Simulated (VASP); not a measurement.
An input for Ansatz (written as the equivalent of a VASP run, and not itself run):

Ansatz 0.2 input:
```yaml
crystal:
  lattice:
    - [0.0000000, 2.5828458, 2.5828458]
    - [2.5828458, 0.0000000, 2.5828458]
    - [2.5828458, 2.5828458, 0.0000000]
  atoms:
    - { symbol: Ge, position: [0.0000000, 0.0000000, 0.0000000] }
    - { symbol: Pd, position: [0.5000000, 0.5000000, 0.5000000] }
kpoints:
  mp_grid: { grid: [11, 11, 11] }
hamiltonian:
  xc: r2scan
  pseudopotentials: { kind: paw }
scf:
  occupations: { method: methfessel_paxton, width: 0.1 }
  max_iter: 100
relax:
  max_steps: 60
  f_tol: 0.01
  cell: {}
output: { forces: true, stress: true, eigenvalues: true }
```

Q: Write the VASP files for the same calculation (r2SCAN).

A: This is not unique; one that fits is 
### POSCAR
```
GePd
1.0
  0.0000000000   2.5828458335   2.5828458335
  2.5828458335   0.0000000000   2.5828458335
  2.5828458335   2.5828458335   0.0000000000
Ge Pd
1 1
direct
  0.0000000000   0.0000000000   0.0000000000
  0.5000000000   0.5000000000   0.5000000000
```

**KPOINTS**
```
Automatic mesh
0
G
11 11 11
```

INCAR:
```
# general
SYSTEM   =  GePd
PREC     =  Accurate
ENCUT    =  400
LREAL    =  .FALSE.
LASPH    =  .TRUE.

# electronic loop
EDIFF    =  1E-6
NELM     =  100
ALGO     =  Normal
LMAXMIX  =  4
LMIXTAU  =  .TRUE.

# smearing
ISMEAR   =  1
SIGMA    =  0.1

# functional
METAGGA  =  R2SCAN

# ions
IBRION   =  2
NSW      =  60
ISIF     =  3
EDIFFG   =  -0.01

# output
LWAVE    =  .FALSE.
LCHARG   =  .FALSE.
```

POTCAR, in this order: Ge_d Pd (PBE.64 set). Program: vasp_std.

What does not carry over: each code has its own PAW files, so the cut-off isn't converted (ENCUT is set for VASP's; basis.ecutwfc is left out, and Ansatz then takes the one that its files recommend); Ansatz stops its SCF on the density residual and VASP on the energy change (EDIFF).

The structure was generated: GePd was put into the rocksalt type (Fm-3m), which need not be its known phase. This run relaxes it. Symmetry was kept, so distortions that lower it aren't found. The start is the result of an earlier pass.
